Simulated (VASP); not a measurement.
Consider the following.

```
PbSe
1.0
    0.00000     3.07527     3.07527
    3.07527     0.00000     3.07527
    3.07527     3.07527     0.00000
Pb Se
1 1
Direct
  0.00000   0.00000   0.00000
  0.50000   0.50000   0.50000
```

Computed with PBE GGA, VASP's PBE PAW potentials (set 64) (plane waves; VASP). Run with 480 eV cut-off, 8×8×8 Γ-centred mesh, Gaussian smearing of 0.050 eV, potentials Pb_d Se.

Problem. Give the stress tensor in GPa (positive for a compressed cell).

Solution. 
```
1.63  0.00  0.00
0.00  1.63  0.00
0.00  0.00  1.63
```
The pressure is its mean diagonal, 1.63 GPa.

The compound is PbSe in the rock salt structure. This cell was strained or had an atom moved on purpose.
